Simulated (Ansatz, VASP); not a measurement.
Sn2Ir: VASP beside Ansatz

```xyz
3
Lattice="0.0000 3.0157 3.0157 3.0157 0.0000 3.0157 3.0157 3.0157 0.0000" Properties=species:S:1:pos:R:3 pbc="T T T"
Sn    4.5235    4.5235    4.5235
Sn    1.5078    1.5078    1.5078
Ir    0.0000    0.0000    0.0000
```

Change from the starting cell: volume scaled by 0.85, LAPW.

Alike in both runs: task single point; functional LDA; k mesh 10 × 10 × 10; occupations fermi-dirac, width 0.05 eV; no spin polarisation.

|  | VASP | Ansatz |
| --- | --- | --- |
| version | VASP 6.6.1 | Ansatz 0.2.0 |
| potentials or method | VASP PAW LDA potentials, release 64 (Sn_d, Ir), cutoff 520 eV | all-electron LAPW, scalar-relativistic |

Ansatz gave:

```
pressure (GPa) : 25.1
```

Estimate VASP's values.

pressure (GPa): 25.9.

Ansatz ran all-electron here, so the differences hold the error of VASP's frozen core and of both bases.

Caveats: so large a pressure means that the cell lies far from this level's equilibrium, or that cutoff or potentials fall short (VASP). Spin-orbit coupling is left out, which matters for the levels of Ir.
